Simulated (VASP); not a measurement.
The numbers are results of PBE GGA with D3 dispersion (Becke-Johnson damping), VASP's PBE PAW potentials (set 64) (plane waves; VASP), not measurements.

A VASP calculation is set up with these files.

INCAR:
```
! general
SYSTEM =SrTiO3
PREC   =Accurate
ENCUT  =520
LREAL  =F
LASPH  =T   ! aspherical one-centre terms

! electronic loop
EDIFF  =1E-6
NELM   =100
ALGO   =Normal   ! blocked Davidson
LMAXMIX=4

! smearing
ISMEAR =0   ! Gaussian
SIGMA  =0.05   ! width (eV)

! functional
GGA    =PE   ! PBE
IVDW   =12   ! D3, Becke-Johnson

! ions
IBRION =2
NSW    =60   ! most ionic steps
ISIF   =3   ! ions, shape and volume
EDIFFG =-0.02   ! ionic stop

! output
LWAVE  =F
LCHARG =F
```

File KPOINTS:
```
Automatic mesh
0
Gamma
5 5 5
0 0 0
```

POSCAR:
```
SrTiO3
1
    3.9189456919     0.0000000000    -0.0000000000
    0.0000000000     3.9189456919    -0.0000000000
    0.0000000000     0.0000000000     3.9189456919
Sr Ti O
1 1 3
Direct
  0.0000000000   0.0000000000   0.0000000000
  0.5000000000   0.5000000000   0.5000000000
  0.5000000000   0.0000000000   0.5000000000
  0.0000000000   0.5000000000   0.5000000000
  0.5000000000   0.5000000000   0.0000000000
```

POTCAR, in this order: Sr_sv Ti_sv O (PBE.64 set). Program: vasp_std.

The run wrote:

### OUTCAR
```
 ion  position               nearest neighbor table
   1  0.000  0.000  0.000-   3 2.77   4 2.77   5 2.77   3 2.77   4 2.77   4 2.77   5 2.77   4 2.77
                             3 2.77   5 2.77   3 2.77   5 2.77   2 3.39   2 3.39   2 3.39   2 3.39
   2  0.500  0.500  0.500-   3 1.96   4 1.96   5 1.96   5 1.96   3 1.96   4 1.96   1 3.39   1 3.39
                             1 3.39   1 3.39   1 3.39   1 3.39   1 3.39   1 3.39
   3  0.500  0.000  0.500-   2 1.96   2 1.96   1 2.77   1 2.77   1 2.77   1 2.77
   4  0.000  0.500  0.500-   2 1.96   2 1.96   1 2.77   1 2.77   1 2.77   1 2.77
   5  0.500  0.500  0.000-   2 1.96   2 1.96   1 2.77   1 2.77   1 2.77   1 2.77
  LATTYP: Found a simple cubic cell.
 ALAT       =     3.9189456919
 Subroutine PRICEL returns:
 Original cell was already a primitive cell.
 Subroutine GETGRP returns: Found 48 space group operations
The static configuration has the point symmetry O_h .
The dynamic configuration has the point symmetry O_h .
 Subroutine INISYM returns: Found 48 space group operations
 Subroutine IBZKPT returns following result:
 Found     10 irreducible k-points:

 Following reciprocal coordinates:
            Coordinates               Weight
  0.000000  0.000000  0.000000      1.000000
  0.200000  0.000000  0.000000      6.000000
  0.400000  0.000000  0.000000      6.000000
  0.200000  0.200000  0.000000     12.000000
  0.400000  0.200000  0.000000     24.000000
  0.400000  0.400000  0.000000     12.000000
  0.200000  0.200000  0.200000      8.000000
  0.400000  0.200000  0.200000     24.000000
  0.400000  0.400000  0.200000     24.000000
  0.400000  0.400000  0.400000      8.000000
   k-points           NKPTS =     10   k-points in BZ     NKDIM =     10   number of bands    NBANDS=     24
   number of dos      NEDOS =    301   number of ions     NIONS =      5
   total plane-waves  NPLWV =  27000
   dimension x,y,z NGX =    30 NGY =   30 NGZ =   30
   dimension x,y,z NGXF=    60 NGYF=   60 NGZF=   60
   ions per type =               1   1   3
   PREC   = accura    normal or accurate (medium, high low for compatibility)
   ISTART =      0    job   : 0-new  1-cont  2-samecut
   ICHARG =      2    charge: 1-file 2-atom 10-const
   ISPIN  =      1    spin polarized calculation?
   LNONCOLLINEAR =      F non collinear calculations
   LSORBIT =      F    spin-orbit coupling
   INIWAV =      1    electr: 0-lowe 1-rand  2-diag
   ENCUT  =  520.0 eV  38.22 Ry    6.18 a.u.   7.29  7.29  7.29*2*pi/ulx,y,z
   NELM   =    100;   NELMIN=  2; NELMDL= -5     # of ELM steps
   EDIFF  = 0.1E-05   stopping-criterion for ELM
   LREAL  =      F    real-space projection
   NLSPLINE    = F    spline interpolate recip. space projectors
   LMAXMIX     =    4 max onsite mixed and CHGCAR
   VOSKOWN=      0    Vosko Wilk Nusair interpolation
   EDIFFG = -.2E-01   stopping-criterion for IOM
   NSW    =     60    number of steps for IOM
   NBLOCK =      1;   KBLOCK =     60    inner block; outer block
   IBRION =      2    ionic relax: 0-MD 1-quasi-New 2-CG
   NFREE  =      1    steps in history (QN), initial steepest desc. (CG)
   ISIF   =      3    stress and relaxation
   ISYM   =      2    0-nonsym 1-usesym 2-fastsym
   TEIN   =    0.0    initial temperature
   TEBEG  =    0.0;   TEEND  =   0.0 temperature during run
   SMASS  =  -3.00    Nose mass-parameter (am)
   PSTRESS=    0.0 pullay stress
   NELECT =      40.0000    total number of electrons
   EFERMI =   0.00;   METHOD = LEGACY
   ISMEAR =     0;   SIGMA  =   0.05  broadening in eV -4-tet -1-fermi 0-gaus
   IALGO  =     38    algorithm
   LDIAG  =      T    sub-space diagonalisation (order eigenvalues)
   IMIX   =      4    mixing-type and parameters
     AMIX     =   0.40;   BMIX     =  1.00
     AMIX_MAG =   1.60;   BMIX_MAG =  1.00
     AMIN     =   0.10
   GGA     = PE    functional components
   VOSKOWN =     0    Vosko Wilk Nusair interpolation
   LHFCALC =     F    Hartree Fock is set to
   LHFONE  =     F    Hartree Fock one center treatment
...
```

OSZICAR:
```
       N       E                     dE             d eps       ncg     rms          rms(c)
DAV:   1     0.449917069477E+03    0.44992E+03   -0.22116E+04   480   0.183E+03
DAV:   2    -0.524749609065E+00   -0.45044E+03   -0.44301E+03   560   0.497E+02
DAV:   3    -0.482887616995E+02   -0.47764E+02   -0.47712E+02   688   0.152E+02
DAV:   4    -0.503538794450E+02   -0.20651E+01   -0.20640E+01   640   0.293E+01
DAV:   5    -0.504273056803E+02   -0.73426E-01   -0.73420E-01   696   0.433E+00    0.269E+01
DAV:   6    -0.401289295147E+02    0.10298E+02   -0.67123E+01   728   0.747E+01    0.161E+01
DAV:   7    -0.401575292975E+02   -0.28600E-01   -0.89281E+00   600   0.233E+01    0.104E+01
DAV:   8    -0.401880633416E+02   -0.30534E-01   -0.20082E+00   616   0.153E+01    0.297E+00
DAV:   9    -0.400935431308E+02    0.94520E-01   -0.50525E-01   608   0.708E+00    0.893E-01
DAV:  10    -0.400979019111E+02   -0.43588E-02   -0.11309E-01   664   0.240E+00    0.824E-01
DAV:  11    -0.400903511527E+02    0.75508E-02   -0.67961E-02   728   0.221E+00    0.215E-01
DAV:  12    -0.400899714330E+02    0.37972E-03   -0.32600E-03   616   0.643E-01    0.843E-02
DAV:  13    -0.400899446472E+02    0.26786E-04   -0.40548E-04   728   0.180E-01    0.462E-02
DAV:  14    -0.400899509595E+02   -0.63123E-05   -0.75943E-05   664   0.612E-02    0.184E-02
DAV:  15    -0.400899482041E+02    0.27554E-05   -0.14474E-05   656   0.398E-02    0.711E-03
DAV:  16    -0.400899487176E+02   -0.51350E-06   -0.15447E-06   328   0.114E-02
   1 F= -.41402981E+02 E0= -.41402981E+02  d E =-.414030E+02
       N       E                     dE             d eps       ncg     rms          rms(c)
DAV:   1    -0.400931741234E+02   -0.32259E-02   -0.36124E-01   560   0.643E+00    0.102E+00
DAV:   2    -0.400820844349E+02    0.11090E-01   -0.39525E-02   552   0.206E+00    0.360E-01
DAV:   3    -0.400803594658E+02    0.17250E-02   -0.11158E-02   592   0.706E-01    0.123E-01
DAV:   4    -0.400804200845E+02   -0.60619E-04   -0.22203E-03   648   0.255E-01    0.114E-01
DAV:   5    -0.400804811896E+02   -0.61105E-04   -0.22433E-04   800   0.142E-01    0.908E-02
DAV:   6    -0.400805512686E+02   -0.70079E-04   -0.96481E-05   640   0.565E-02    0.491E-02
DAV:   7    -0.400806001648E+02   -0.48896E-04   -0.88229E-05   784   0.552E-02    0.920E-03
DAV:   8    -0.400806044340E+02   -0.42692E-05   -0.80054E-06   576   0.176E-02    0.311E-03
DAV:   9    -0.400806051956E+02   -0.76160E-06   -0.17678E-06   392   0.103E-02
   2 F= -.41402911E+02 E0= -.41402911E+02  d E =0.701661E-04
       N       E                     dE             d eps       ncg     rms          rms(c)
DAV:   1    -0.400895554639E+02   -0.89510E-02   -0.10299E-01   552   0.345E+00    0.542E-01
DAV:   2    -0.400864453056E+02    0.31102E-02   -0.11366E-02   552   0.111E+00    0.194E-01
DAV:   3    -0.400859420240E+02    0.50328E-03   -0.32436E-03   584   0.369E-01    0.697E-02
DAV:   4    -0.400859504833E+02   -0.84593E-05   -0.66533E-04   664   0.140E-01    0.652E-02
DAV:   5    -0.400859660845E+02   -0.15601E-04   -0.61404E-05   784   0.820E-02    0.507E-02
DAV:   6    -0.400859846259E+02   -0.18541E-04   -0.36397E-05   640   0.329E-02    0.256E-02
DAV:   7    -0.400859914423E+02   -0.68164E-05   -0.21041E-05   784   0.270E-02    0.541E-03
DAV:   8    -0.400859913686E+02    0.73715E-07   -0.14728E-06   368   0.866E-03
   3 F= -.41403339E+02 E0= -.41403339E+02  d E =-.357643E-03
```

File OUTCAR:
```
------------------------ aborting loop because EDIFF is reached ----------------------------------------
 Edisp (eV)   -1.31735
  FORCE on cell =-STRESS in cart. coord.  units (eV):
  Direction    XX          YY          ZZ          XY          YZ          ZX
  --------------------------------------------------------------------------------------
  Total      -0.00236    -0.00236    -0.00236     0.00000     0.00000     0.00000
  in kB      -0.06298    -0.06298    -0.06298     0.00000     0.00000     0.00000
  external pressure =       -0.06 kB  Pullay stress =        0.00 kB
  volume of cell :       59.99
      direct lattice vectors                 reciprocal lattice vectors
     3.914756261  0.000000000  0.000000000     0.255443745 -0.000000000  0.000000000
     0.000000000  3.914756261  0.000000000     0.000000000  0.255443745 -0.000000000
    -0.000000000  0.000000000  3.914756261    -0.000000000 -0.000000000  0.255443745
 POSITION                                       TOTAL-FORCE (eV/Angst)
 -----------------------------------------------------------------------------------
      0.00000      0.00000      0.00000        -0.000000     -0.000000      0.000000
      1.95738      1.95738      1.95738         0.000000      0.000000      0.000000
      1.95738      0.00000      1.95738        -0.000000      0.000000      0.000000
      0.00000      1.95738      1.95738         0.000000      0.000000      0.000000
      1.95738      1.95738      0.00000        -0.000000     -0.000000      0.000000
 -----------------------------------------------------------------------------------
    total drift:                                0.000000      0.000000     -0.000000
  FREE ENERGIE OF THE ION-ELECTRON SYSTEM (eV)
  ---------------------------------------------------
  free  energy   TOTEN  =       -41.4033387392 eV

  energy  without entropy=      -41.4033387392  energy(sigma->0) =      -41.40333874

 reached required accuracy - stopping structural energy minimisation
```
(Selected blocks of OUTCAR.)

File CONTCAR:
```
SrTiO3
   1.00000000000000
     3.9147562608506492    0.0000000000000000    0.0000000000000000
     0.0000000000000000    3.9147562608506492    0.0000000000000000
    -0.0000000000000000    0.0000000000000000    3.9147562608506492
  Sr              Ti              O
     1     1     3
Direct
     0.0000000000000000    0.0000000000000000    0.0000000000000000
     0.5000000000000000    0.5000000000000000    0.5000000000000000
     0.5000000000000000    0.0000000000000000    0.5000000000000000
     0.0000000000000000    0.5000000000000000    0.5000000000000000
     0.5000000000000000    0.5000000000000000    0.0000000000000000
```

The compound is SrTiO3 in the cubic perovskite structure, the ideal cubic form; the compound distorts at low or room temperature. This run relaxes it. Symmetry was kept, so distortions that lower it aren't found. The start is the result of an earlier pass.
